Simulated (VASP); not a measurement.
Runs of VASP 6.6.1 on Ge. It takes space group Fd-3m (No. 227, cubic). The conventional cell has a = 5.658 Å, b = 5.658 Å, c = 5.658 Å, α = 90.00°, β = 90.00°, γ = 90.00°. Around Ge (site symmetry -43m) lie 4 Ge at 2.45 Å. 

```csv
task,cell,gap on the mesh (eV),pressure (GPa)
relaxation of the atoms,atoms relaxed from: a relaxed cell with its volume scaled by 0.98,0.48,1.5
relaxation of the atoms,atoms relaxed from: a relaxed cell with its volume scaled by 0.94,0.62,5.3
relaxation of cell and atoms,relaxed,(a),0.0
relaxation of the atoms,atoms relaxed from: a relaxed cell with its volume scaled by 1.06,none,-3.5
relaxation of the atoms,atoms relaxed from: a relaxed cell with its volume scaled by 0.96,(b),3.2
```

Alike in all rows: level r2SCAN; potentials or basis VASP PAW PBE potentials, release 64 (Ge_d); no spin polarisation; k mesh 10 × 10 × 10; cutoff (eV) 600; smearing gaussian 0.03 eV.

**Question.** Estimate the missing entries.

**Answer.** (a) 0.31; (b) 0.55.

Caveats: the PAW data sets were made with another functional, which shifts forces and pressure a little; the relaxation stopped at its first step, so nothing moved (some runs).

A k mesh can miss the band edges, and the runs leave out spin-orbit coupling on Ge.

A gap of «none» marks a metal or a gap under the smearing width.
